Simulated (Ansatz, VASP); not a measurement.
# Cross-check of PtSe2 (1T-PtSe2 3 layers, AB) between VASP and Ansatz

One calculation is typed for both programs; each brings its own data sets. How far apart do they land? The structure shown is the start of the Ansatz relaxation below; VASP solves that cell, so the two are compared at the walk's first step.

Program: Ansatz 0.2.0. Level of theory: plane waves, with VASP 6.6.1 beside it; single point at PBE with D3(BJ). Results are calculated unless marked as measured.

## 1. The structure

The cell holds 9 atoms: 6 Se and 3 Pt. Its edges and angles: a = 3.750 Å, b = 3.750 Å, c = 57.003 Å, α = 90.0°, β = 90.0°, γ = 120.0°. Vacuum lies along c.

As a file:

```cif
data_structure
_symmetry_space_group_name_H-M 'P 1'
_symmetry_Int_Tables_number 1
_cell_length_a 3.7500
_cell_length_b 3.7500
_cell_length_c 57.0032
_cell_angle_alpha 90.000
_cell_angle_beta 90.000
_cell_angle_gamma 120.000
_cell_volume 694.21
loop_
_atom_site_label
_atom_site_type_symbol
_atom_site_fract_x
_atom_site_fract_y
_atom_site_fract_z
_atom_site_occupancy
Se1 Se 0.66667 0.33333 0.38594 1
Se2 Se 0.33333 0.66667 0.42573 1
Se3 Se 0.00000 0.00000 0.48011 1
Se4 Se 0.66667 0.33333 0.51989 1
Se5 Se 0.66667 0.33333 0.57427 1
Se6 Se 0.33333 0.66667 0.61406 1
Pt7 Pt 0.00000 0.00000 0.40583 1
Pt8 Pt 0.33333 0.66667 0.50000 1
Pt9 Pt 0.00000 0.00000 0.59417 1
```

## 2. Ansatz: relaxation, PBE with D3(BJ)

Ansatz runs on its default PAW (the set named soft_2) files.

The two programs are compared at the cell with which this relaxation starts, whose forces are those of its first step.

input.yaml reads:

```yaml
crystal:
  lattice:
    - [3.75, 0.0, 0.0]
    - [-1.875, 3.2475952642, 0.0]
    - [0.0, 0.0, 57.0031533873]
  atoms:
    - { symbol: Se, position: [0.6666666667, 0.3333333333, 0.3859435609] }
    - { symbol: Pt, position: [0.0, 0.0, 0.4058347218] }
    - { symbol: Se, position: [0.3333333333, 0.6666666667, 0.4257258827] }
    - { symbol: Se, position: [0.0, 0.0, 0.480108839] }
    - { symbol: Pt, position: [0.3333333333, 0.6666666667, 0.5] }
    - { symbol: Se, position: [0.6666666667, 0.3333333333, 0.519891161] }
    - { symbol: Se, position: [0.6666666667, 0.3333333333, 0.5742741173] }
    - { symbol: Pt, position: [0.0, 0.0, 0.5941652782] }
    - { symbol: Se, position: [0.3333333333, 0.6666666667, 0.6140564391] }
  periodic: [true, true, false]
kpoints:
  mp_grid: { grid: [12, 12, 1] }
hamiltonian:
  xc: pbe
  dispersion: d3bj
scf:
  occupations: { method: fermi_dirac, width: 0.05 }
  convergence: { dr2_threshold: 1.0e-09 }
relax:
  f_tol: 0.004
  max_steps: 90
  cell: {}
output:
  write_potential: true
  write_density: true
  volumetric_format: npy
```

Run with:

```sh
$ ansatz run input.yaml --threads 4 --pin off --max-ram 8192MiB --backend cpu --events-out ev --progress --plain --runs-dir out
```

Numbers of over 12 decimals in the logs are rounded to 6 here.

What it wrote:

```text
Warning: relax.cell: scf.convergence.dr2_threshold = 1e-9 eV is looser than the 1.70085683183e-10 eV advised for a relaxation that steers and ends on the stress (1e-10 eV for each atom of the cell: 9, times the square of relax.cell.stress_2d_tol = 0.05 N/m over 23.0 Å (the atoms' height at the walk's start and 5 Å past either face), 2.174e-2 GPa, over a crystal's default 0.05). What an SCF threshold leaves in a stress goes as its square root, and in the free energy as the threshold itself, and one threshold admits the most on a small cell: [figures from the program's tests cut] Set scf.convergence.dr2_threshold to 1.70085683183e-10 eV or tighter. [rest of the remark cut]
Engine: ansatz 0.2.0, aarch64-unknown-linux-gnu
Pseudopotentials: kind: paw
Pseudopotential: Se, paw, valence charge 16, recommended cutoff 420 eV (normal), Se.paw.azcp
Pseudopotential: Pt, paw, valence charge 18, recommended cutoff 420 eV (normal), Pt.paw.azcp
Functional definition: PBE
  parameter kappa = 0.804
  parameter beta = 0.066725
  exchange = pbe_x(kappa = kappa, mu = beta*pi^2/3)
  correlation = pbe_c(beta = beta)
Crystal: 9 atoms, lattice volume = 694.212 Å³
Basis set: ecut = 420 eV, 13679 PW (Γ), exchange–correlation on 54×54×768 points (8 copies of the dense FFT grid, shifted against one another)
Bands: 90, of which v1, the nominal top of the filled ones, is band 75 counted from 1 (74 counted from 0)
Symmetry: 6 space group operations
Space group: P3m1 (ITA 156), of the structure as read, at distance tolerance 8.9e-5 Å
k-points: 19 of 144 (time reversal used)
Non-local potential: Se, projectors of the file, l = 0: 2, l = 1: 2, l = 2: 3, l = 3: 1
Non-local potential: Pt, projectors of the file, l = 0: 3, l = 1: 2, l = 2: 2, l = 3: 1
PAW form: soft (Blöchl's): semilocal exchange-correlation on the pseudo side does not see the compensation charge
PAW one-centre angular grid: Se, 590 points (default); XC on 64 Gauss nodes
PAW one-centre angular grid: Pt, 590 points (default); XC on 64 Gauss nodes
Initial density: superposition of atomic densities (neutral atoms: chi_scale 0, normalization atom), corrected by the library's trained network
Initial wavefunctions: pseudopotential atomic-orbital guess
Functional: x = pbe(κ = 0.804, μ = 0.219515), c = pbe(β = 0.066725)
SCF iter   1: F=—  HF=-70389.234215 eV  |F-HF|=—  |Δ(HF+E_count)|=         —  Δρ=1.72e-3  dr2=5.70e-2  ethr=1.77e-3  ⟨swp⟩=12.7  Hψ=9465  notcnv=0  defer=35
preconditioner: auto → LDOS  [insulator: Δε(μ)=0.124 eV  Ē_g=10.107 eV  σ=0.050 eV  W_gap=0.51  n_scr=128 (ndim 8)  ℏωp=11.4 eV  f_vac=0.715  D(μ)=0.96/eV (n_scr^D=8)  ε∞_Penn≈2.3  β→1.0]
SCF iter   2: F=—  HF=-70389.239060 eV  |F-HF|=—  |Δ(HF+E_count)|=   4.85e-3  Δρ=2.32e-3  dr2=2.28e-1  ethr=3.80e-5  ⟨swp⟩=4.3  Hψ=4974  notcnv=0  defer=123
SCF iter   3: F=—  HF=-70389.216422 eV  |F-HF|=—  |Δ(HF+E_count)|=   2.26e-2  Δρ=1.31e-3  dr2=1.07e-1  ethr=3.80e-5  ⟨swp⟩=3.8  Hψ=3113  notcnv=0  defer=123
SCF iter   4: F=—  HF=-70389.205569 eV  |F-HF|=—  |Δ(HF+E_count)|=   1.09e-2  Δρ=3.61e-4  dr2=3.11e-3  ethr=3.80e-5  ⟨swp⟩=3.0  Hψ=2607  notcnv=0  defer=123
SCF iter   5: F=—  HF=-70389.205093 eV  |F-HF|=—  |Δ(HF+E_count)|=   4.76e-4  Δρ=1.14e-4  dr2=2.81e-4  ethr=2.07e-6  ⟨swp⟩=2.9  Hψ=2705  notcnv=0  defer=121
SCF iter   6: F=—  HF=-70389.205073 eV  |F-HF|=—  |Δ(HF+E_count)|=   2.08e-5  Δρ=4.07e-5  dr2=2.77e-5  ethr=1.87e-7  ⟨swp⟩=3.1  Hψ=2696  notcnv=0  defer=121
SCF iter   7: F=—  HF=-70389.205087 eV  |F-HF|=—  |Δ(HF+E_count)|=   1.40e-5  Δρ=2.01e-5  dr2=7.79e-6  ethr=1.85e-8  ⟨swp⟩=3.2  Hψ=2836  notcnv=0  defer=121
SCF iter   8: F=—  HF=-70389.205467 eV  |F-HF|=—  |Δ(HF+E_count)|=   3.80e-4  Δρ=3.72e-6  dr2=8.63e-7  ethr=5.19e-9  ⟨swp⟩=2.9  Hψ=2503  notcnv=0  defer=121
SCF iter   9: F=—  HF=-70389.205467 eV  |F-HF|=—  |Δ(HF+E_count)|=   1.22e-7  Δρ=2.38e-6  dr2=1.12e-7  ethr=5.75e-10  ⟨swp⟩=2.7  Hψ=2357  notcnv=0  defer=121
SCF iter  10: F=—  HF=-70389.205467 eV  |F-HF|=—  |Δ(HF+E_count)|=   3.87e-8  Δρ=9.34e-7  dr2=4.06e-8  ethr=7.48e-11  ⟨swp⟩=3.1  Hψ=2551  notcnv=0  defer=121
SCF iter  11: F=—  HF=-70389.205467 eV  |F-HF|=—  |Δ(HF+E_count)|=   1.41e-8  Δρ=3.92e-7  dr2=3.00e-9  ethr=2.71e-11  ⟨swp⟩=2.8  Hψ=2392  notcnv=0  defer=121
SCF iter  12: F=-70389.205467 eV  HF=-70389.205467 eV  |F-HF|=6.18e-9  |Δ(HF+E_count)|=   5.20e-9  Δρ=1.72e-7  dr2=3.69e-10  ethr=1.00e-12  ⟨swp⟩=11.8  Hψ=12112  notcnv=0
[...]
WARN: The output density's exchange-correlation potential varies sharply where the density is thin. Do not read a vacuum level from v_tot or v_xc, or from such a field of the output density. On a cell that repeats whose density bears no net charge and no dipole along the vacuum's axis use v_es (v_loc + v_h of the components); under efield.dipole_correction with no amplitude use v_es + v_field, which holds any externa [...]
SCF converged after 7 iterations
Free energy (F): -70390.303463 eV
Harris-Foulkes:  -70390.303463 eV  (|F-HF|=1.02e-10)
Internal energy: -70390.303070 eV  (E = F + TS)
E sigma→0 (E₀):  -70390.303267 eV
Entropy (-TS):   -0.000394 eV (-0.044 meV/atom)
Fermi energy:    -4.821907 eV
--- Per-component energies (eV) ---
  E_band       = -5544.574918
  E_kinetic    = 2621.479966
  E_local      = -1489797.326643  (includes V_loc(G=0)·N_el)
  E_nonlocal   = -2972.595998
  E_hartree    = 742829.964998
  E_xc         = -1410.297266
  E_vxc        = -1497.181792  (∫ρ·V_xc dr)
  E_paw        = -39833.090741  (= ΣΔE_a)
  E_vpaw       = 441.109972  (= ΣTr[D̂ρ^β])
  E_aug_tail   = -0.002940  (compensation charges beyond the density's cutoff)
  E_ewald      = 718174.917680
  E_disp       = -3.352126  (pairwise vdW)
  E_smearing   = -0.000394  (= −TS)
  E_closure    = 0.000000  (closes the sum)
  Σ components = -70390.303463   (vs F -70390.303463, Δ=0.00e0)
--- Forces (eV/Å), atoms counted from 1 ---
  atom   1  Se     0.00000000    -0.00000000    -0.00027535
  atom   2  Pt     0.00000000     0.00000000    -0.00000110
  atom   3  Se     0.00000000     0.00000000    -0.00027201
  atom   4  Se     0.00000000    -0.00000000     0.00005516
  atom   5  Pt    -0.00000000    -0.00000000    -0.00035595
  atom   6  Se     0.00000000     0.00000000     0.00028749
  atom   7  Se     0.00000000    -0.00000000     0.00006915
  atom   8  Pt     0.00000000    -0.00000000     0.00035854
  atom   9  Se     0.00000000     0.00000000     0.00013437
  max |Σ_I F_I| component: 3.06e-7 eV/Å
--- 2D stress c σ (N/m, compression-positive) ---
       -0.005268      -0.000000      -0.000000
       -0.000000      -0.005268      -0.000000
       -0.000000      -0.000000      -0.000000
  P = ½ c Tr σ = -0.0053 N/m
--- Band table (eV; the first three rows and the last of 19) ---
  k-point 0: bands = [... 71 lower, -5.6861, -5.6229, -5.6229, -5.3527, -2.8210, -2.8210, -2.7161, -2.7161, ... 11 higher]
  k-point 1: bands = [... 71 lower, -5.6813, -5.6147, -5.4860, -5.1501, -3.3312, -3.2088, -3.1093, -2.9484, ... 11 higher]
  k-point 2: bands = [... 71 lower, -5.7502, -5.6777, -5.3990, -5.1853, -4.1449, -3.9758, -3.7581, -3.1765, ... 11 higher]
  k-point 18: bands = [... 71 lower, -6.6519, -6.6235, -6.6102, -6.4323, -4.3246, -3.9446, -3.9287, -3.8946, ... 11 higher]
  the weakly bound empty levels are not read free of the cell's end (no_gap_told)
--- Relaxed structure (8 steps of the walk, 7 accepted, 1 SCFs on fresh bases) ---
  F+E_penalty+E_count = -70390.30346338 eV   max|allowed force component| = 3.585e-4 eV/Å   (the final SCF, on the basis selected at the relaxed cell)
  cell:  # Å, volume = 679.0054 Å³
    - [3.708701, 0, 0]
    - [-1.854351, 3.211830, 0]
    - [0, 0, 57.0031533873]
  atoms:
    - { symbol: Se, position: [0.666667, 0.333333, 0.375780] }
    - { symbol: Pt, position: [-1.3204682069077224e-17, 0, 0.399059] }
    - { symbol: Se, position: [0.333333, 0.666667, 0.422192] }
    - { symbol: Se, position: [-1.3260118341406801e-17, 0, 0.473304] }
    - { symbol: Pt, position: [0.333333, 0.666667, 0.496445] }
    - { symbol: Se, position: [0.666667, 0.333333, 0.519669] }
    - { symbol: Se, position: [0.666667, 0.333333, 0.581328] }
    - { symbol: Pt, position: [2.0130438524582964e-17, 0, 0.604495] }
    - { symbol: Se, position: [0.333333, 0.666667, 0.627728] }
```

The column dr2 measures how far the density is from self-consistency, as an energy; F and HF (Harris–Foulkes) agree once it is small.

[end of part 1 of 2]

[Lines on the potential files, build, host, timing and source positions are cut from VASP's logs without a mark.]

[Logs are printed without paths, hosts, clocks, repeated set-up lines and the standing remarks that a program may print on its own settings, such as how far it seeks lower states.]

[Hosts, paths, dates, database ids (printed as entryN), source tags and the programs' standing remarks are cut or masked in the printed files.]
